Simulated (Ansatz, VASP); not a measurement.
NbHO2 in VASP and in Ansatz

```
Nb H O
1.0
     3.00707    0.00000    0.00000
    -1.50354    2.60420    0.00000
     0.00000    0.00000   30.41034
Nb H O
1 1 2
Cartesian
  0.0000 1.7361 8.3281
  0.0000 0.0000 10.7211
  1.5035 0.8681 7.2205
  0.0000 0.0000 9.7396
```

Change from the starting cell: species swapped into a sheet of the NiHO2 type.

Alike in both runs: functional PBE; k mesh 6 × 6 × 1; occupations gaussian, width 0.1 eV; no spin polarisation.

Ansatz relaxed the structure, and its values are those at the end. VASP's run is a single point on that final structure, the one shown.

|  | VASP | Ansatz |
| --- | --- | --- |
| version | VASP 6.6.1 | Ansatz 0.2.0 |
| potentials or method | VASP PAW PBE potentials, release 64 (Nb_sv, H, O) | scalar-relativistic, plane waves, PAW |
| plane-wave cutoff (eV) | 520 | 420 |
| valence electrons in the cell | 26 | 26 |

Ansatz gave:

| Quantity | Value |
| --- | --- |
| gap on the k mesh at the Fermi level (eV) | 0.10 |
| least direct gap on the mesh (eV) | 0.50 |
| rms of the force components (eV/Å) | 0.003 |

Problem. Estimate VASP's values.

Solution. gap on the k mesh at the Fermi level (eV): 0.10; least direct gap on the mesh (eV): 0.50; rms of the force components (eV/Å): 0.044.

Ansatz warned: «slab_cell_height_set».
